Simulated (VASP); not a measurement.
An input for Ansatz (written as the equivalent of a VASP run, and not itself run):

Ansatz 0.2 input:
```yaml
crystal:
  lattice:
    - [1.8366912, 1.0604143, 5.3905989]
    - [-1.8366912, 1.0604143, 5.3905989]
    - [0.0000000, -2.1208285, 5.3905989]
  atoms:
    - { symbol: Ge, position: [0.0016310, 0.0016310, 0.0016310] }
    - { symbol: Se, position: [0.7669865, 0.7669865, 0.7669865] }
    - { symbol: Se, position: [0.5646825, 0.5646825, 0.5646825] }
kpoints:
  mp_grid: { grid: [11, 11, 11] }
hamiltonian:
  xc: pbesol
  pseudopotentials: { kind: paw }
scf:
  occupations: { method: tetrahedron }
  max_iter: 100
output: { forces: true, stress: true, eigenvalues: true }
```

**Question.** Translate this input to VASP (INCAR, KPOINTS, POSCAR, choice of POTCAR).

**Answer.** One answer among several that fit: 
**POSCAR**
```
GeSe2
1
    1.8366912118     1.0604142507     5.3905989037
   -1.8366912118     1.0604142507     5.3905989037
   -0.0000000000    -2.1208285014     5.3905989037
Ge Se
1 2
Direct
  0.0016309641   0.0016309641   0.0016309641
  0.7669864899   0.7669864899   0.7669864899
  0.5646825460   0.5646825460   0.5646825460
```

### INCAR
```
! general
SYSTEM   =  GeSe2
PREC     =  Accurate
ENCUT    =  400
LREAL    =  .False.
LASPH    =  .True.

! electronic loop
EDIFF    =  1E-7
NELM     =  100
ALGO     =  Normal
LMAXMIX  =  4

! smearing
ISMEAR   =  -5

! functional
GGA      =  PS

! ions
ISIF     =  2

! output
LWAVE    =  .False.
LCHARG   =  .True.
LORBIT   =  11
NEDOS    =  601

! other
LEFG     =  .True.
```

**KPOINTS**
```
Automatic
0
gamma
  11 11 11
```

POTCAR, in this order: Ge_d Se (PBE.64 set). Program: vasp_std.

The two are equivalent in intent, not identical: each code has its own PAW files, so the cut-off isn't converted (ENCUT is set for VASP's; basis.ecutwfc is left out, and Ansatz then takes the one that its files recommend); Ansatz stops its SCF on the density residual and VASP on the energy change (EDIFF); the field gradients of LEFG aren't asked of the other code.

The structure was generated: GeSe2 was put into the 3R-MoS2 type (R3m), which need not be its known phase. It was relaxed first, which changed the volume by +18 %.
